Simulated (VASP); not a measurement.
These are PBEsol GGA, VASP's PBE PAW potentials (set 64) (plane waves; VASP 6.6.1) values and carry that method's errors. For the alloy's cell: Numerical set-up: 400 eV cut-off, 15×15×4 Γ-centred mesh, tetrahedra with Blöchl corrections, potentials Ir Ag.

```json
[
 {"end member": "Ag (fcc)", "E (eV/atom)": "-3.3087", "V (Å³/atom)": "16.55", "gap (eV)": "0.00"},
 {"end member": "Ir (fcc)", "E (eV/atom)": "-9.8195", "V (Å³/atom)": "14.08", "gap (eV)": "0.00"}
]
```

An ordered cell with a fraction 0.50 of the second end member relaxes to

```yaml
crystal:
  lattice:
    - [0.00000, 1.94141, 1.94141]
    - [1.94141, 0.00000, 1.94141]
    - [7.95801, 7.95801, -0.19238]
  atoms:
    - { symbol: Ir, position: [0.98507, 0.98507, 0.01120] }
    - { symbol: Ir, position: [0.01493, 0.01493, 0.23880] }
    - { symbol: Ag, position: [0.00661, 0.00661, 0.49504] }
    - { symbol: Ag, position: [0.99339, 0.99339, 0.75496] }
```

Unless said otherwise, spin-orbit coupling is left out, though it shifts the bands of the heavy elements here.

Problem. Estimate the mixing energy, the deviation from a linear volume and the gap.

Solution. Its energy is -6.3831 eV/atom, so the mixing energy is 181 meV/atom. The volume of 15.18 Å³/atom lies -0.9 % from the linear mean. The cell is without a gap at this level.
